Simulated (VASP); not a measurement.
Energy against volume of Fe (bcc). Calculation: vdW-DF-cx, VASP's PBE PAW potentials (set 64) (plane waves; VASP). Numerical set-up: 520 eV cut-off, 18×18×18 Γ-centred mesh, first-order Methfessel-Paxton smearing of 0.10 eV, potentials Fe.

```tsv
V (Å³/atom)	E (eV/atom)
10.552	-6.11122
10.879	-6.11938
11.205	-6.11409
11.531	-6.09702
```

Question: Fit these four points and predict the energy of the run at 10.226 Å³/atom.

Answer: A cubic in V^(−2/3), the third-order Birch-Murnaghan form, passes through the four points with V0 = 10.91 Å³/atom and B0 = 218 GPa, and gives -6.0878 eV/atom there. The run gave -6.0872 eV/atom, +0.6 meV/atom from the fit; all five points give B0 = 219 GPa.

The compound is Fe in the bcc structure. It was relaxed first, which changed the volume by -8 %.
